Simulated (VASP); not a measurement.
OSZICAR of a VASP run on Na (bcc):

### OSZICAR
```
       N       E                     dE             d eps       ncg     rms          rms(c)
DAV:   1     0.217956094374E+02    0.21796E+02   -0.38256E+03  1008   0.779E+02
DAV:   2    -0.726463386518E+00   -0.22522E+02   -0.22522E+02  1050   0.143E+02
DAV:   3    -0.118608159244E+01   -0.45962E+00   -0.45961E+00  1330   0.288E+01
DAV:   4    -0.119022894671E+01   -0.41474E-02   -0.41474E-02  1239   0.249E+00
DAV:   5    -0.119028583567E+01   -0.56889E-04   -0.56889E-04  1309   0.242E-01    0.241E-01
DAV:   6    -0.119074042805E+01   -0.45459E-03   -0.23030E-04  1099   0.264E-01    0.158E-01
DAV:   7    -0.119073707477E+01    0.33533E-05   -0.72615E-04  1043   0.443E-01    0.148E-02
DAV:   8    -0.119073280735E+01    0.42674E-05   -0.39451E-05  1344   0.136E-01    0.233E-03
DAV:   9    -0.119073277345E+01    0.33907E-07   -0.60859E-07  1148   0.168E-02
   1 F= -.11907328E+01 E0= -.11904557E+01  d E =-.831213E-03
```

Which electronic solver shows in the log?

It is blocked Davidson (ALGO = Normal, or the opening steps of other solvers). The INCAR had ALGO = Normal.

Can the final energy be trusted as converged?

Self-consistency was reached. It stopped with EDIFF = 1E-7, NELM = 100 (RPBE GGA, plane waves, VASP's PBE PAW potentials (set 64)).

The compound is Na in the bcc structure. This cell is one point of a volume scan, at 1.06 of the reference volume.
